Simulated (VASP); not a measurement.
NaCl:

```
Na Cl
1.0
     0.00000    2.81000    2.81000
     2.81000    0.00000    2.81000
     2.81000    2.81000    0.00000
Na Cl
1 1
Direct
  0.00000 0.00000 0.00000
  0.50000 0.50000 0.50000
```

| Item | Value |
| --- | --- |
| Program | VASP 6.6.1 |
| Task | relaxation of cell and atoms |
| Functional | LDA |
| Potentials or basis | VASP PAW LDA potentials, release 64 (Na_pv, Cl) |
| Cutoff | 600 eV |
| k mesh | 8 × 8 × 8 |
| Occupations | gaussian, width 0.03 eV |
| Spin | no spin polarisation |

At the start: pressure -2.2 GPa; volume 22.19 Å³/atom.

Question: Where does the relaxation end?

Answer: Over 5 steps the energy falls by 13.2 meV/atom and the volume is 20.44 Å³/atom (-7.9 %); space group Fm-3m (No. 225, to 0.05 Å).

The path:
```tsv
step	energy change (eV)	largest force (eV/Å)	pressure (GPa)	volume (Å³)
1	0.0000	0.0000	-2.19	44.38
2	-0.0203	0.0000	-1.24	42.46
3	-0.0246	0.0000	0.59	39.98
4	-0.0264	0.0000	0.10	40.74
5	-0.0264	0.0000	-0.07	40.88
```

Final structure:
```
CELL_PARAMETERS angstrom
0.00000 2.73422 2.73422
2.73422 0.00000 2.73422
2.73422 2.73422 0.00000
ATOMIC_POSITIONS crystal
Na 0.00000 0.00000 0.00000
Cl 0.50000 0.50000 0.50000
```
